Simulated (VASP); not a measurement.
Level of theory: PBE GGA, VASP's PBE PAW potentials (set 64) (plane waves; VASP).

A VASP calculation is set up with these files.

### POSCAR
```
Al2Cu
1
   -3.0727951236     3.0727951236     2.3717290677
    3.0727951236    -3.0727951236     2.3717290677
    3.0727951236     3.0727951236    -2.3717290677
Al Cu
4 2
Direct
  0.6564428385   0.1564428385   0.8128856770
  0.1564428385   0.3435571615   0.5000000000
  0.8435571615   0.6564428385   0.5000000000
  0.3435571615   0.8435571615   0.1871143230
  0.7500000000   0.7500000000   0.0000000000
  0.2500000000   0.2500000000   0.0000000000
```

**INCAR**
```
! general
SYSTEM  = Al2Cu
PREC    = Accurate
ENCUT   = 400   ! plane-wave cut-off (eV)
LREAL   = F
LASPH   = T   ! aspherical one-centre terms

! electronic loop
EDIFF   = 1E-6
NELM    = 100
ALGO    = Normal   ! blocked Davidson
LMAXMIX = 4

! smearing
ISMEAR  = 1   ! Methfessel-Paxton
SIGMA   = 0.1

! functional
GGA     = PE   ! PBE

! ions
IBRION  = 2   ! conjugate gradients
NSW     = 60   ! most ionic steps
ISIF    = 3   ! ions, shape and volume
EDIFFG  = -0.02   ! ionic stop

! output
LWAVE   = F
LCHARG  = F
```

File KPOINTS:
```
Automatic mesh
0
G
 7 7 7
0 0 0
```

POTCAR, in this order: Al Cu (PBE.64 set). Program: vasp_std.

Output of the run:

OSZICAR:
```
       N       E                     dE             d eps       ncg     rms          rms(c)
DAV:   1     0.174326250079E+03    0.17433E+03   -0.11829E+04  1680   0.147E+03
DAV:   2    -0.171757034259E+02   -0.19150E+03   -0.18525E+03  1680   0.314E+02
DAV:   3    -0.276555152383E+02   -0.10480E+02   -0.10057E+02  2415   0.952E+01
DAV:   4    -0.279337311361E+02   -0.27822E+00   -0.27700E+00  2643   0.137E+01
DAV:   5    -0.279372927965E+02   -0.35617E-02   -0.35608E-02  2421   0.157E+00    0.214E+01
DAV:   6    -0.334275350952E+02   -0.54902E+01   -0.16177E+02  2160   0.336E+02    0.182E+01
DAV:   7    -0.238657059288E+02    0.95618E+01   -0.36842E+01  2175   0.128E+02    0.480E+00
DAV:   8    -0.233274562497E+02    0.53825E+00   -0.37353E+00  2635   0.419E+01    0.100E+00
DAV:   9    -0.233122544628E+02    0.15202E-01   -0.24907E-01  2690   0.572E+00    0.676E-01
DAV:  10    -0.233171328258E+02   -0.48784E-02   -0.13189E-02  2642   0.223E+00    0.745E-01
DAV:  11    -0.233066618368E+02    0.10471E-01   -0.43919E-02  2616   0.567E+00    0.123E-01
DAV:  12    -0.233068565901E+02   -0.19475E-03   -0.32662E-03  2690   0.557E-01    0.624E-02
DAV:  13    -0.233068500498E+02    0.65403E-05   -0.53610E-05  2343   0.676E-02    0.515E-02
DAV:  14    -0.233068100122E+02    0.40038E-04   -0.10366E-04  2592   0.274E-01    0.127E-02
DAV:  15    -0.233068081874E+02    0.18248E-05   -0.12795E-05  2580   0.596E-02    0.437E-03
DAV:  16    -0.233068078434E+02    0.34406E-06   -0.76184E-07  1210   0.260E-02
   1 F= -.23306808E+02 E0= -.23306830E+02  d E =-.233068E+02
       N       E                     dE             d eps       ncg     rms          rms(c)
DAV:   1    -0.236074731514E+02   -0.30066E+00   -0.67668E+00  2103   0.238E+01    0.303E+00
DAV:   2    -0.234659728968E+02    0.14150E+00   -0.34504E-01  2597   0.137E+01    0.196E+00
DAV:   3    -0.234218281713E+02    0.44145E-01   -0.29631E-01  2404   0.149E+01    0.135E+00
DAV:   4    -0.233868034468E+02    0.35025E-01   -0.10558E-01  2666   0.821E+00    0.132E-01
DAV:   5    -0.233870430184E+02   -0.23957E-03   -0.67207E-03  2486   0.868E-01    0.757E-02
DAV:   6    -0.233869779703E+02    0.65048E-04   -0.41785E-04  2602   0.522E-01    0.285E-02
DAV:   7    -0.233869798722E+02   -0.19020E-05   -0.26950E-05  2593   0.618E-02    0.328E-03
DAV:   8    -0.233869797529E+02    0.11932E-06   -0.13374E-06  1224   0.323E-02
   2 F= -.23386980E+02 E0= -.23386973E+02  d E =-.801719E-01
       N       E                     dE             d eps       ncg     rms          rms(c)
DAV:   1    -0.233872616899E+02   -0.28182E-03   -0.57256E-03  2010   0.716E-01    0.896E-02
DAV:   2    -0.233871479726E+02    0.11372E-03   -0.38628E-04  2549   0.496E-01    0.598E-02
DAV:   3    -0.233871071083E+02    0.40864E-04   -0.26513E-04  2368   0.455E-01    0.399E-02
DAV:   4    -0.233870757563E+02    0.31352E-04   -0.79091E-05  2658   0.218E-01    0.423E-03
DAV:   5    -0.233870758823E+02   -0.12600E-06   -0.63860E-06  2073   0.348E-02
   3 F= -.23387076E+02 E0= -.23387063E+02  d E =-.802680E-01
       N       E                     dE             d eps       ncg     rms          rms(c)
DAV:   1    -0.233871411689E+02   -0.65413E-04   -0.25110E-03  2038   0.476E-01    0.594E-02
DAV:   2    -0.233870912184E+02    0.49950E-04   -0.17349E-04  2533   0.334E-01    0.398E-02
DAV:   3    -0.233870731514E+02    0.18067E-04   -0.11697E-04  2347   0.303E-01    0.264E-02
DAV:   4    -0.233870593806E+02    0.13771E-04   -0.34615E-05  2653   0.144E-01    0.280E-03
DAV:   5    -0.233870593549E+02    0.25757E-07   -0.21788E-06  1209   0.224E-02
   4 F= -.23387059E+02 E0= -.23387043E+02  d E =-.802515E-01
       N       E                     dE             d eps       ncg     rms          rms(c)
DAV:   1    -0.233909447846E+02   -0.38854E-02   -0.42004E-02  2443   0.357E+00    0.335E-01
DAV:   2    -0.233910357932E+02   -0.91009E-04   -0.27444E-02  2479   0.460E+00    0.264E-01
DAV:   3    -0.233894244278E+02    0.16114E-02   -0.87316E-03  2410   0.266E+00    0.587E-02
DAV:   4    -0.233893903625E+02    0.34065E-04   -0.34855E-04  2131   0.142E-01    0.273E-02
DAV:   5    -0.233893780765E+02    0.12286E-04   -0.55206E-05  2667   0.183E-01    0.726E-03
DAV:   6    -0.233893775727E+02    0.50379E-06   -0.39758E-06  1926   0.206E-02
   5 F= -.23389378E+02 E0= -.23389388E+02  d E =-.231822E-02
       N       E                     dE             d eps       ncg     rms          rms(c)
DAV:   1    -0.233948887376E+02   -0.55107E-02   -0.11593E-01  2424   0.597E+00    0.558E-01
DAV:   2    -0.233951351757E+02   -0.24644E-03   -0.76166E-02  2479   0.768E+00    0.437E-01
DAV:   3    -0.233906729739E+02    0.44622E-02   -0.24060E-02  2389   0.442E+00    0.966E-02
DAV:   4    -0.233905846968E+02    0.88277E-04   -0.10058E-03  2156   0.235E-01    0.470E-02
DAV:   5    -0.233905479458E+02    0.36751E-04   -0.16297E-04  2664   0.317E-01    0.122E-02
DAV:   6    -0.233905465843E+02    0.13615E-05   -0.13572E-05  2632   0.353E-02    0.264E-03
DAV:   7    -0.233905465666E+02    0.17687E-07   -0.28373E-07  1015   0.709E-03
   6 F= -.23390547E+02 E0= -.23390614E+02  d E =-.348721E-02
       N       E                     dE             d eps       ncg     rms          rms(c)
DAV:   1    -0.233906995599E+02   -0.15298E-03   -0.30594E-03  2419   0.968E-01    0.907E-02
DAV:   2    -0.233907018629E+02   -0.23029E-05   -0.19905E-03  2463   0.124E+00    0.708E-02
DAV:   3    -0.233905860092E+02    0.11585E-03   -0.63688E-04  2384   0.718E-01    0.162E-02
DAV:   4    -0.233905823497E+02    0.36595E-05   -0.24371E-05  2171   0.402E-02    0.701E-03
DAV:   5    -0.233905814755E+02    0.87425E-06   -0.29950E-06  1463   0.470E-02
   7 F= -.23390581E+02 E0= -.23390640E+02  d E =-.352212E-02
       N       E                     dE             d eps       ncg     rms          rms(c)
DAV:   1    -0.234059012199E+02   -0.15319E-01   -0.22736E-01  1979   0.117E+01    0.103E+00
DAV:   2    -0.234061720758E+02   -0.27086E-03   -0.25919E-01  2383   0.144E+01    0.805E-01
DAV:   3    -0.233912132440E+02    0.14959E-01   -0.81953E-02  2379   0.821E+00    0.174E-01
DAV:   4    -0.233908890078E+02    0.32424E-03   -0.23595E-03  2317   0.492E-01    0.493E-02
DAV:   5    -0.233908354602E+02    0.53548E-04   -0.19363E-04  2629   0.305E-01    0.206E-02
DAV:   6    -0.233908280314E+02    0.74288E-05   -0.31611E-05  2676   0.913E-02    0.401E-03
DAV:   7    -0.233908283065E+02   -0.27503E-06   -0.14453E-06  1195   0.145E-02
   8 F= -.23390828E+02 E0= -.23390920E+02  d E =-.246831E-03
       N       E                     dE             d eps       ncg     rms          rms(c)
DAV:   1    -0.233929176275E+02   -0.20896E-02   -0.29305E-02  1987   0.417E+00    0.379E-01
DAV:   2    -0.233930896320E+02   -0.17200E-03   -0.35986E-02  2396   0.535E+00    0.300E-01
DAV:   3    -0.233909703978E+02    0.21192E-02   -0.11093E-02  2363   0.303E+00    0.569E-02
DAV:   4    -0.233909507638E+02    0.19634E-04   -0.39344E-04  1936   0.124E-01    0.255E-02
DAV:   5    -0.233909348377E+02    0.15926E-04   -0.50930E-05  2618   0.173E-01    0.883E-03
DAV:   6    -0.233909334670E+02    0.13708E-05   -0.50863E-06  1936   0.432E-02    0.103E-03
DAV:   7    -0.233909336358E+02   -0.16880E-06   -0.27172E-06  1279   0.138E-02
   9 F= -.23390934E+02 E0= -.23391014E+02  d E =-.352160E-03
```

OUTCAR:
```
------------------------ aborting loop because EDIFF is reached ----------------------------------------
  FORCE on cell =-STRESS in cart. coord.  units (eV):
  Direction    XX          YY          ZZ          XY          YZ          ZX
  --------------------------------------------------------------------------------------
  Total        0.0043920      0.0043920      0.0104172      0.0000000      0.0000000      0.0000000
  in kB        0.0786464      0.0786464      0.1865394      0.0000000      0.0000000      0.0000000
  external PRESSURE =       0.1146107 kB  Pullay stress =       0.0000000 kB
  volume of cell :       89.47
      direct lattice vectors                 reciprocal lattice vectors
    -3.027681864  3.027681864  2.440125288     0.000000000  0.165142846  0.204907511
     3.027681864 -3.027681864  2.440125288     0.165142846  0.000000000  0.204907511
     3.027681864  3.027681864 -2.440125288     0.165142846  0.165142846  0.000000000
 POSITION                                       TOTAL-FORCE (eV/Angst)
 -----------------------------------------------------------------------------------
      0.95799      3.98568      0.00000         0.000396      0.000396     -0.000000
      2.06969      0.95799      0.00000        -0.000396      0.000396      0.000000
      0.95799      2.06969      2.44013         0.000396     -0.000396     -0.000000
      2.06969     -0.95799      2.44013        -0.000396     -0.000396      0.000000
      0.00000      0.00000      3.66019        -0.000000      0.000000     -0.000000
      0.00000      0.00000      1.22006        -0.000000      0.000000     -0.000000
 -----------------------------------------------------------------------------------
    total drift:                               -0.000000     -0.000000     -0.000000
  FREE ENERGIE OF THE ION-ELECTRON SYSTEM (eV)
  ---------------------------------------------------
  free  energy   TOTEN  =       -23.3909336358 eV

  energy  without entropy=      -23.3911752275  energy(sigma->0) =      -23.39101417

 reached required accuracy - stopping structural energy minimisation
```
(Selected blocks of OUTCAR.)

CONTCAR:
```
Al2Cu
   1.00000000000000
    -3.0276818636482097    3.0276818636482097    2.4401252876299671
     3.0276818636482097   -3.0276818636482097    2.4401252876299671
     3.0276818636482097    3.0276818636482097   -2.4401252876299671
  Al              Cu
     4     2
Direct
     0.6582058378830781    0.1582058378830780    0.8164116757661559
     0.1582058378830780    0.3417941621169220    0.5000000000000000
     0.8417941621169219    0.6582058378830781    0.5000000000000000
     0.3417941621169220    0.8417941621169219    0.1835883242338440
     0.7500000000000000    0.7500000000000000    0.0000000000000000
     0.2500000000000000    0.2500000000000000    0.0000000000000000
```

File OUTCAR:
```
 val. band max:        8.0501300010   @ k =  -0.2857  -0.4286   0.2857

 cond. band min:       8.1215152101   @ k =  -0.2857  -0.2857   0.1429


 Fermi energy:         8.0844277269

 k-point     1 :       0.0000    0.0000    0.0000
  band No.  band energies     occupation
      1      -2.7751      2.00000
      2       2.6728      2.00000
      3       2.8800      2.00000
      4       2.8800      2.00000
      5       2.9119      2.00000
      6       3.7881      2.00000
      7       3.9120      2.00000
      8       4.2149      2.00000
      9       4.5259      2.00000
     10       4.7613      2.00000
     11       4.7613      2.00000
     12       5.0579      2.00000
     13       5.0579      2.00000
     14       5.9959      2.00000
     15       6.6284      2.00000
     16       6.7783      2.00000
     17       6.7783      2.00000
     18       7.1293      2.00000
     19       7.5790      2.00000
     20       8.0101      1.94817
     21       9.3733     -0.00000

 k-point     2 :       0.1429    0.0000    0.0000
  band No.  band energies     occupation
      1      -2.5622      2.00000
      2       2.6522      2.00000
      3       2.8082      2.00000
      4       2.8675      2.00000
      5       2.9546      2.00000
      6       3.7493      2.00000
      7       3.7977      2.00000
      8       4.1692      2.00000
      9       4.3370      2.00000
     10       4.3735      2.00000
     11       4.4374      2.00000
     12       4.9788      2.00000
     13       5.2265      2.00000
     14       5.4020      2.00000
     15       6.1460      2.00000
     16       6.3086      2.00000
     17       6.8376      2.00000
     18       7.0617      2.00000
     19       7.8109      2.00076
     20       9.1880     -0.00000
     21      10.1902      0.00000

 k-point     3 :       0.2857    0.0000   -0.0000
  band No.  band energies     occupation
      1      -1.9284      2.00000
      2       2.0369      2.00000
      3       2.6240      2.00000
...
```

The compound is Al2Cu in the sg140 structure. This run relaxes it. Symmetry was kept, so distortions that lower it aren't found. The start is the result of an earlier pass.
